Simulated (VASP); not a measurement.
These are PW91 GGA, VASP's PBE PAW potentials (set 64) (plane waves; VASP 6.6.1) values and carry that method's errors.

A VASP calculation is set up with these files.

INCAR:
```
! general
SYSTEM =KTaO3
PREC   =Accurate
ENCUT  =520
LREAL  =.FALSE.
LASPH  =.TRUE.
ICHARG =11

! electronic loop
EDIFF  =1E-7
NELM   =100
ALGO   =Normal
LMAXMIX=6

! smearing
ISMEAR =0
SIGMA  =0.05

! functional
GGA    =91

! output
LWAVE  =.FALSE.
LCHARG =.FALSE.
LORBIT =11
```

### KPOINTS
```
k-points along high-symmetry lines
15
Line-mode
Reciprocal
  0.000000   0.000000   0.000000 ! GAMMA
  0.000000   0.500000   0.000000 ! X

  0.000000   0.500000   0.000000 ! X
  0.500000   0.500000   0.000000 ! M

  0.500000   0.500000   0.000000 ! M
  0.000000   0.000000   0.000000 ! GAMMA

  0.000000   0.000000   0.000000 ! GAMMA
  0.500000   0.500000   0.500000 ! R

  0.500000   0.500000   0.500000 ! R
  0.000000   0.500000   0.000000 ! X

  0.500000   0.500000   0.500000 ! R
  0.500000   0.500000   0.000000 ! M
```

POSCAR:
```
KTaO3
1
    4.0294090397     0.0000000000     0.0000000000
    0.0000000000     4.0294090397     0.0000000000
    0.0000000000     0.0000000000     4.0294090397
K Ta O
1 1 3
Direct
  0.0000000000   0.0000000000   0.0000000000
  0.5000000000   0.5000000000   0.5000000000
  0.5000000000   0.0000000000   0.5000000000
  0.0000000000   0.5000000000   0.5000000000
  0.5000000000   0.5000000000   0.0000000000
```

POTCAR, in this order: K_sv Ta_pv O (PBE.64 set). Program: vasp_std. Read from the step before: CHGCAR.

The run wrote:

**OUTCAR**
```
 ion  position               nearest neighbor table
   1  0.000  0.000  0.000-   3 2.85   4 2.85   5 2.85   3 2.85   4 2.85   4 2.85   5 2.85   4 2.85
                             3 2.85   5 2.85   3 2.85   5 2.85   2 3.49   2 3.49   2 3.49   2 3.49
   2  0.500  0.500  0.500-   3 2.01   4 2.01   5 2.01   5 2.01   3 2.01   4 2.01   1 3.49   1 3.49
                             1 3.49   1 3.49   1 3.49   1 3.49   1 3.49   1 3.49
   3  0.500  0.000  0.500-   2 2.01   2 2.01   1 2.85   1 2.85   1 2.85   1 2.85
   4  0.000  0.500  0.500-   2 2.01   2 2.01   1 2.85   1 2.85   1 2.85   1 2.85
   5  0.500  0.500  0.000-   2 2.01   2 2.01   1 2.85   1 2.85   1 2.85   1 2.85
  LATTYP: Found a simple cubic cell.
 ALAT       =     4.0294090397
 Subroutine PRICEL returns:
 Original cell was already a primitive cell.
 Subroutine GETGRP returns: Found 48 space group operations
The static configuration has the point symmetry O_h .
The dynamic configuration has the point symmetry O_h .
 Subroutine INISYM returns: Found 48 space group operations
   k-points           NKPTS =     90   k-points in BZ     NKDIM =     90   number of bands    NBANDS=     23
   number of dos      NEDOS =    301   number of ions     NIONS =      5
   total plane-waves  NPLWV =  27000
   dimension x,y,z NGX =    30 NGY =   30 NGZ =   30
   dimension x,y,z NGXF=    60 NGYF=   60 NGZF=   60
   ions per type =               1   1   3
   PREC   = accura    normal or accurate (medium, high low for compatibility)
   ISTART =      0    job   : 0-new  1-cont  2-samecut
   ICHARG =     11    charge: 1-file 2-atom 10-const
   ISPIN  =      1    spin polarized calculation?
   LNONCOLLINEAR =      F non collinear calculations
   LSORBIT =      F    spin-orbit coupling
   INIWAV =      1    electr: 0-lowe 1-rand  2-diag
   ENCUT  =  520.0 eV  38.22 Ry    6.18 a.u.   7.49  7.49  7.49*2*pi/ulx,y,z
   NELM   =    100;   NELMIN=  2; NELMDL= -5     # of ELM steps
   EDIFF  = 0.1E-06   stopping-criterion for ELM
   LREAL  =      F    real-space projection
   NLSPLINE    = F    spline interpolate recip. space projectors
   LMAXMIX     =    6 max onsite mixed and CHGCAR
   VOSKOWN=      0    Vosko Wilk Nusair interpolation
   EDIFFG = 0.1E-05   stopping-criterion for IOM
   NSW    =      0    number of steps for IOM
   NBLOCK =      1;   KBLOCK =      1    inner block; outer block
   IBRION =     -1    ionic relax: 0-MD 1-quasi-New 2-CG
...
```

### OSZICAR
```
       N       E                     dE             d eps       ncg     rms          rms(c)
DAV:   1     0.324769113439E+03    0.32477E+03   -0.21717E+04  4140   0.168E+03
DAV:   2    -0.205260115307E+02   -0.34530E+03   -0.33962E+03  4891   0.446E+02
DAV:   3    -0.395498706843E+02   -0.19024E+02   -0.18874E+02  5290   0.972E+01
DAV:   4    -0.401122437957E+02   -0.56237E+00   -0.56208E+00  7196   0.149E+01
DAV:   5    -0.401162289692E+02   -0.39852E-02   -0.39849E-02  5386   0.114E+00
DAV:   6    -0.401163504266E+02   -0.12146E-03   -0.12146E-03  6364   0.133E-01
DAV:   7    -0.401163517572E+02   -0.13307E-05   -0.13306E-05  5496   0.171E-02
DAV:   8    -0.401163517864E+02   -0.29198E-07   -0.29177E-07  5107   0.220E-03
   1 F= -.40116352E+02 E0= -.40116352E+02  d E =-.411614E-22
```

OUTCAR:
```
 val. band max:        1.5212887733   @ k =   0.5000   0.5000   0.5000

 cond. band min:       3.6228568924   @ k =   0.0000   0.0000   0.0000



 k-point     1 :       0.0000    0.0000    0.0000
  band No.  band energies     occupation
      1     -32.5751      2.00000
      2     -32.5751      2.00000
      3     -32.5751      2.00000
      4     -25.7617      2.00000
      5     -15.8642      2.00000
      6     -15.1735      2.00000
      7     -15.1735      2.00000
      8      -9.3611      2.00000
      9      -9.3611      2.00000
     10      -9.3611      2.00000
     11      -0.8916      2.00000
     12      -0.8916      2.00000
     13      -0.8916      2.00000
     14       0.5101      2.00000
     15       0.5101      2.00000
     16       0.5101      2.00000
     17       0.8919      2.00000
     18       0.8919      2.00000
     19       0.8919      2.00000
     20       3.6229      0.00000
     21       3.6229      0.00000
     22       3.6229      0.00000
     23       7.9415      0.00000

 k-point     2 :       0.0000    0.0357    0.0000
  band No.  band energies     occupation
      1     -32.5762      2.00000
      2     -32.5751      2.00000
      3     -32.5751      2.00000
      4     -25.7614      2.00000
      5     -15.8595      2.00000
      6     -15.1733      2.00000
      7     -15.1678      2.00000
      8      -9.3607      2.00000
      9      -9.3607      2.00000
     10      -9.3595      2.00000
     11      -0.9208      2.00000
     12      -0.8927      2.00000
     13      -0.8927      2.00000
     14       0.4907      2.00000
     15       0.4907      2.00000
     16       0.5043      2.00000
     17       0.8488      2.00000
     18       0.8814      2.00000
     19       0.8814      2.00000
     20       3.6246      0.00000
     21       3.6655      0.00000
     22       3.6655      0.00000
     23       7.9696      0.00000

 k-point     3 :       0.0000    0.0714    0.0000
  band No.  band energies     occupation
...
```

The density is held fixed in this step, so its total energy and stress have no physical meaning. Unless said otherwise, spin-orbit coupling is left out, though it shifts the bands of the heavy elements here.

The compound is KTaO3 in the cubic perovskite structure. It was relaxed first.
